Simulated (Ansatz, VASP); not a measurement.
# Ba2H3F: VASP beside Ansatz

Aim: how closely do two programs agree when they are given the same cell, functional and k mesh? The cell is generated by rule, not measured, and may not be a known phase. The cell is taken from a series of runs on this material, whose earlier steps may have relaxed, scaled, displaced or heated it; both programs get it as it stands.

Method: plane waves, with VASP 6.6.1 beside it; zone-centre phonons at PBEsol, in Ansatz 0.2.0.

The structure was built from a prototype and need not be the compound's stable phase.

**1. Starting point**

Symmetry: P-3m1, No. 164, trigonal system. Conventional cell: a = 4.294 Å, b = 4.294 Å, c = 5.979 Å, α = 90.00°, β = 90.00°, γ = 120.00°. Ba has 7 H at 2.49 to 2.89 Å and 3 F at 2.90 Å nearest. Nearest to H lie 4 Ba at 2.49 to 2.74 Å and 3 H at 2.77 Å. H has 6 H at 2.77 Å and 6 Ba at 2.89 Å nearest. Nearest to F lie 6 Ba at 2.90 Å. Farther neighbours and most contacts between anions are not listed.

Coordinates:

```
Ba H F
1.0
     4.29359    0.00000    0.00000
    -2.14680    3.71836    0.00000
     0.00000    0.00000    5.97912
Ba H F
2 3 1
Direct
  0.66667 0.33333 0.74970
  0.33333 0.66667 0.25030
  0.66667 0.33333 0.29209
  0.33333 0.66667 0.70791
  0.00000 0.00000 0.50000
  0.00000 0.00000 0.00000
```

**2. VASP: zone-centre phonons, PBEsol**

Second derivatives magnify differences that forces hide, and they need a tight electronic threshold.

Lines of VASP's logs that name or quote its potential files are left out, and so is its time.

INCAR

```
SYSTEM = Ba2H3F
PREC = Accurate
ENCUT = 600
EDIFF = 1E-08
NELM = 120
ISMEAR = 0
SIGMA = 0.01
LREAL = .FALSE.
ALGO = Normal
GGA = PS
NBANDS = 21
LORBIT = 11
LWAVE = .FALSE.
LCHARG = .FALSE.
ISIF = 2
IBRION = 8
LASPH = .TRUE.
GGA_COMPAT = .FALSE.
EFERMI = MIDGAP
KPAR = 2
```

POSCAR

```
Ba2H3F
1.0
    4.2935918184      0.0000028188      0.0000000000
   -2.1467983504      3.7183581789      0.0000000000
    0.0000000000      0.0000000000      5.9791168191
Ba H F
2 3 1
Direct
    0.6666666667      0.3333333333      0.7496983071
    0.3333333333      0.6666666667      0.2503016929
    0.6666666667      0.3333333333      0.2920896742
    0.3333333333      0.6666666667      0.7079103258
    0.0000000000      0.0000000000      0.5000000000
    0.0000000000      0.0000000000      0.0000000000
```

KPOINTS

```
Automatic mesh
0
Gamma
6 6 4
0 0 0
```

Potentials, in the order of the species: Ba_sv, H and F (PBE family, release 64).

The run is started by

```console
> mpirun -np 2 vasp_std
```

Numbers of over 12 decimals in the logs are rounded to 6 here.

What it wrote:

```text
[banner, memory and clock lines left out]
running    2 mpi-ranks, on    1 nodes
 distrk:  each k-point on    1 cores,    2 groups
 distr:  one band on    1 cores,    1 groups

 POSCAR found type information on POSCAR BaH F
 POSCAR found :  3 types and       6 ions
|                                                                             |
|               ----> ADVICE to this user running VASP <----                  |
|                                                                             |
|     You enforced a specific xc type in the INCAR file but a different       |
|     [... a line on the potential file left out ...]
|     I HOPE YOU KNOW WHAT YOU ARE DOING!                                     |
|                                                                             |

 LDA part: xc-table for (Slater+PW92), standard interpolation
 POSCAR, INCAR and KPOINTS ok, starting setup
 FFT: planning ... GRIDC
 FFT: planning ... GRID_SOFT
 FFT: planning ... GRID
 WAVECAR not read
 entering main loop
       N       E                     dE             d eps       ncg     rms          rms(c)
DAV:   1     0.193457363196E+03    0.19346E+03   -0.14750E+04  1008   0.142E+03
DAV:   2    -0.142307690555E+02   -0.20769E+03   -0.19864E+03  1487   0.258E+02
DAV:   3    -0.252969368926E+02   -0.11066E+02   -0.11016E+02  1305   0.638E+01
DAV:   4    -0.255290251810E+02   -0.23209E+00   -0.23181E+00  1481   0.779E+00
DAV:   5    -0.255335036155E+02   -0.44784E-02   -0.44781E-02  1314   0.853E-01    0.874E+00
DAV:   6    -0.241141588846E+02    0.14193E+01   -0.36101E+00  1153   0.108E+01    0.497E+00
DAV:   7    -0.238905596028E+02    0.22360E+00   -0.79771E-01  1269   0.484E+00    0.181E+00
DAV:   8    -0.238782321849E+02    0.12327E-01   -0.11963E-01  1230   0.169E+00    0.570E-01
DAV:   9    -0.238820184956E+02   -0.37863E-02   -0.12213E-02  1243   0.698E-01    0.122E-01
DAV:  10    -0.238819088154E+02    0.10968E-03   -0.71348E-04  1287   0.159E-01    0.593E-02
DAV:  11    -0.238819610963E+02   -0.52281E-04   -0.14289E-04  1163   0.825E-02    0.162E-02
DAV:  12    -0.238819651581E+02   -0.40617E-05   -0.93799E-06  1281   0.191E-02    0.844E-03
DAV:  13    -0.238819654131E+02   -0.25508E-06   -0.20175E-06  1223   0.104E-02    0.100E-03
DAV:  14    -0.238819653331E+02    0.80092E-07   -0.24743E-07  1363   0.301E-03    0.830E-04
DAV:  15    -0.238819652658E+02    0.67215E-07   -0.35095E-08  1221   0.127E-03    0.179E-04
DAV:  16    -0.238819652625E+02    0.33351E-08   -0.17095E-09   769   0.291E-04
   1 F= -.23881965E+02 E0= -.23881965E+02  d E =0.000000E+00
 Linear response reoptimize wavefunctions to high precision
DAV:   1    -0.238819652679E+02   -0.54379E-08   -0.53413E-10   800   0.157E-04
DAV:   2    -0.238819652680E+02   -0.37289E-10   -0.70215E-11   724   0.534E-05
 Linear response DOF=           8
 Linear response progress:
  Degree of freedom:   1/  8
       N       E                     dE             d eps       ncg     rms          rms(c)
RMM:   1    -0.189272906380E+00   -0.18927E+00    0.23120E-01  6318   0.243E+00
RMM:   2    -0.197517213248E+00   -0.82443E-02   -0.27089E-02  6371   0.568E-01    0.768E-02
RMM:   3    -0.198077186742E+00   -0.55997E-03   -0.17105E-03  7093   0.156E-01    0.516E-02
RMM:   4    -0.198243217313E+00   -0.16603E-03   -0.18741E-04  6598   0.611E-02    0.154E-02
RMM:   5    -0.198376168565E+00   -0.13295E-03   -0.28635E-05  7139   0.188E-02    0.406E-03
RMM:   6    -0.198437697710E+00   -0.61529E-04   -0.91137E-06  7453   0.674E-03    0.497E-04
RMM:   7    -0.198435469544E+00    0.22282E-05   -0.43684E-06  8089   0.240E-03    0.194E-04
RMM:   8    -0.198433648286E+00    0.18213E-05   -0.26497E-06  7681   0.105E-03    0.884E-05
RMM:   9    -0.198433763493E+00   -0.11521E-06   -0.17541E-06  8253   0.519E-04    0.715E-05
RMM:  10    -0.198434815046E+00   -0.10516E-05   -0.63733E-07  7156   0.321E-04    0.160E-05
RMM:  11    -0.198434715726E+00    0.99320E-07   -0.42301E-07  7763   0.196E-04    0.169E-05
RMM:  12    -0.198434830749E+00   -0.11502E-06   -0.18164E-07  7394   0.140E-04    0.395E-06
RMM:  13    -0.198434820544E+00    0.10205E-07   -0.15165E-07  7624   0.109E-04    0.406E-06
RMM:  14    -0.198434822590E+00   -0.20466E-08   -0.79214E-08  7269   0.925E-05    0.466E-06
 first order change of Fermi-energy   0.15832E-04
 force on displaced ion       1 direction 1 :  -4.280   0.001  -0.000
 Linear response progress:
  Degree of freedom:   2/  8
       N       E                     dE             d eps       ncg     rms          rms(c)
RMM:   1    -0.220733687116E+00   -0.22073E+00    0.21037E-01  2002   0.237E+00
RMM:   2    -0.230043243838E+00   -0.93096E-02   -0.27787E-02  1868   0.545E-01    0.865E-02
RMM:   3    -0.230948308682E+00   -0.90506E-03   -0.14800E-03  2195   0.149E-01    0.586E-02
[...]
RMM:   6    -0.231510306028E+00   -0.57148E-04   -0.39220E-06  2081   0.870E-03    0.155E-03
RMM:   7    -0.231519478438E+00   -0.91724E-05   -0.82348E-07  2312   0.247E-03    0.733E-04
RMM:   8    -0.231525659975E+00   -0.61815E-05   -0.56928E-07  2216   0.130E-03    0.256E-04
RMM:   9    -0.231527708776E+00   -0.20488E-05   -0.22151E-07  2252   0.558E-04    0.860E-05
RMM:  10    -0.231526926835E+00    0.78194E-06   -0.55945E-07  2305   0.269E-04    0.275E-05
[...]
RMM:   7    -0.180281550394E-01   -0.26518E-05    0.30515E-06  1999   0.184E-03    0.208E-04
RMM:   8    -0.180284238115E-01   -0.26877E-06    0.14003E-06  2169   0.668E-04    0.894E-05
RMM:   9    -0.180284747802E-01   -0.50969E-07    0.91994E-07  2306   0.255E-04    0.425E-05
RMM:  10    -0.180285033560E-01   -0.28576E-07    0.42790E-07  2204   0.134E-04    0.104E-05
RMM:  11    -0.180284826330E-01    0.20723E-07    0.17794E-07  2354   0.648E-05    0.381E-06
RMM:  12    -0.180285044068E-01   -0.21774E-07    0.72440E-08  2329   0.394E-05    0.190E-06
RMM:  13    -0.180285017022E-01    0.27046E-08    0.14227E-08  2231   0.269E-05    0.586E-07
 first order change of Fermi-energy   0.42333E+00
 force on displaced ion       3 direction 3 :  -0.000   0.000  -0.826
 Linear response progress:
  Degree of freedom:   5/  8
       N       E                     dE             d eps       ncg     rms          rms(c)
RMM:   1    -0.157875856022E-01   -0.15788E-01   -0.10098E-02  3499   0.319E-01
RMM:   2    -0.154979720300E-01    0.28961E-03   -0.39373E-04  3616   0.570E-02    0.694E-02
RMM:   3    -0.157954949868E-01   -0.29752E-03   -0.14430E-04  3491   0.359E-02    0.393E-02
RMM:   4    -0.164017383900E-01   -0.60624E-03   -0.11987E-04  3378   0.386E-02    0.340E-03
RMM:   5    -0.164145033389E-01   -0.12765E-04   -0.66730E-06  3815   0.733E-03    0.113E-03
RMM:   6    -0.164201162528E-01   -0.56129E-05    0.50853E-08  4145   0.250E-03    0.441E-04
RMM:   7    -0.164224945972E-01   -0.23783E-05   -0.33170E-07  4076   0.986E-04    0.157E-04
RMM:   8    -0.164209229279E-01    0.15717E-05    0.75779E-08  4366   0.398E-04    0.573E-05
RMM:   9    -0.164211237853E-01   -0.20086E-06   -0.18195E-08  4368   0.176E-04    0.152E-05
RMM:  10    -0.164210371736E-01    0.86612E-07    0.33723E-08  4687   0.774E-05    0.947E-06
RMM:  11    -0.164210442371E-01   -0.70635E-08    0.47701E-10  4665   0.365E-05    0.207E-06
 first order change of Fermi-energy   0.14102E-03
 force on displaced ion       5 direction 1 :  -1.041  -0.000   0.000
 Linear response progress:
  Degree of freedom:   6/  8
       N       E                     dE             d eps       ncg     rms          rms(c)
RMM:   1    -0.159159239485E-01   -0.15916E-01   -0.11006E-02  1753   0.319E-01
RMM:   2    -0.155114151173E-01    0.40451E-03   -0.41585E-04  1807   0.630E-02    0.702E-02
RMM:   3    -0.157568007807E-01   -0.24539E-03   -0.14763E-04  1794   0.380E-02    0.370E-02
RMM:   4    -0.162441089235E-01   -0.48731E-03   -0.15157E-04  1883   0.401E-02    0.493E-03
RMM:   5    -0.162674300582E-01   -0.23321E-04   -0.13532E-05  1995   0.791E-03    0.175E-03
RMM:   6    -0.162629213980E-01    0.45087E-05   -0.44588E-06  2025   0.319E-03    0.411E-04
RMM:   7    -0.162684315219E-01   -0.55101E-05   -0.22329E-06  2188   0.101E-03    0.166E-04
RMM:   8    -0.162668930516E-01    0.15385E-05   -0.90292E-07  2142   0.404E-04    0.367E-05
RMM:   9    -0.162668139060E-01    0.79146E-07   -0.53988E-07  2297   0.153E-04    0.108E-05
RMM:  10    -0.162667681419E-01    0.45764E-07   -0.18125E-07  2410   0.614E-05    0.492E-06
RMM:  11    -0.162667712071E-01   -0.30652E-08   -0.16572E-07  2233   0.309E-05    0.269E-06
RMM:  12    -0.162667583786E-01    0.12828E-07   -0.67064E-08  2172   0.186E-05    0.729E-07
RMM:  13    -0.162667518233E-01    0.65553E-08   -0.31920E-08  2018   0.127E-05    0.603E-07
 first order change of Fermi-energy  -0.44736E-04
 force on displaced ion       5 direction 3 :   0.000  -0.000  -2.041
 Linear response progress:
  Degree of freedom:   7/  8
       N       E                     dE             d eps       ncg     rms          rms(c)
RMM:   1    -0.535091662971E+00   -0.53509E+00    0.65921E-01  3740   0.327E+00
RMM:   2    -0.533499149974E+00    0.15925E-02   -0.80737E-03  3129   0.419E-01    0.740E-02
RMM:   3    -0.534717375193E+00   -0.12182E-02   -0.10375E-03  3601   0.117E-01    0.433E-02
RMM:   4    -0.536143677512E+00   -0.14263E-02   -0.30667E-04  3509   0.838E-02    0.100E-02
RMM:   5    -0.536172284559E+00   -0.28607E-04   -0.61658E-05  4081   0.203E-02    0.425E-03
RMM:   6    -0.536136311324E+00    0.35973E-04   -0.40234E-06  4015   0.748E-03    0.888E-04
RMM:   7    -0.536134720640E+00    0.15907E-05   -0.51518E-07  4438   0.218E-03    0.328E-04
RMM:   8    -0.536131578872E+00    0.31418E-05   -0.97047E-08  4395   0.832E-04    0.899E-05
RMM:   9    -0.536131305597E+00    0.27327E-06    0.32708E-07  4582   0.319E-04    0.354E-05
RMM:  10    -0.536131234280E+00    0.71317E-07   -0.16919E-08  4808   0.132E-04    0.181E-05
RMM:  11    -0.536131223123E+00    0.11157E-07   -0.54328E-09  4895   0.801E-05    0.146E-05
RMM:  12    -0.536131207952E+00    0.15172E-07   -0.38040E-08  4186   0.708E-05    0.277E-06
RMM:  13    -0.536131198859E+00    0.90920E-08   -0.43965E-08  4289   0.597E-05    0.112E-06
 first order change of Fermi-energy  -0.13355E-04
 force on displaced ion       6 direction 1 :  -1.319  -0.000   0.000
 Linear response progress:
  Degree of freedom:   8/  8
       N       E                     dE             d eps       ncg     rms          rms(c)
RMM:   1    -0.543232472209E+00   -0.54323E+00    0.65557E-01  1843   0.327E+00
RMM:   2    -0.541033930033E+00    0.21985E-02   -0.79208E-03  1582   0.423E-01    0.779E-02
RMM:   3    -0.542160744043E+00   -0.11268E-02   -0.96313E-04  1812   0.117E-01    0.440E-02
RMM:   4    -0.543518346778E+00   -0.13576E-02   -0.33359E-04  1825   0.795E-02    0.934E-03
RMM:   5    -0.543482324020E+00    0.36023E-04   -0.58079E-05  2128   0.195E-02    0.435E-03
RMM:   6    -0.543456101166E+00    0.26223E-04   -0.56977E-06  2016   0.749E-03    0.710E-04
RMM:   7    -0.543470126188E+00   -0.14025E-04   -0.13033E-06  2284   0.231E-03    0.397E-04
RMM:   8    -0.543466778339E+00    0.33478E-05    0.88253E-08  2102   0.904E-04    0.591E-05
RMM:   9    -0.543466459361E+00    0.31898E-06    0.96034E-07  2426   0.335E-04    0.364E-05
RMM:  10    -0.543466049590E+00    0.40977E-06   -0.13639E-08  2218   0.163E-04    0.985E-06
RMM:  11    -0.543466067662E+00   -0.18072E-07   -0.35710E-08  2387   0.991E-05    0.414E-06
RMM:  12    -0.543466112602E+00   -0.44940E-07   -0.64135E-08  2253   0.817E-05    0.171E-06
RMM:  13    -0.543466085115E+00    0.27487E-07   -0.31256E-08  2155   0.744E-05    0.676E-07
RMM:  14    -0.543466092053E+00   -0.69377E-08   -0.41397E-08  1949   0.714E-05    0.259E-07
 first order change of Fermi-energy  -0.55904E-04
 force on displaced ion       6 direction 3 :   0.000   0.000  -2.863
 Linear response finished
```

(Part 1 of 3 ends here.)

[Lines on the potential files, build, host, timing and source positions are cut from VASP's logs without a mark.]

[Logs are printed without paths, hosts, clocks, repeated set-up lines and the standing remarks that a program may print on its own settings, such as how far it seeks lower states.]

[Hosts, paths, dates, database ids (printed as entryN), source tags and the programs' standing remarks are cut or masked in the printed files.]
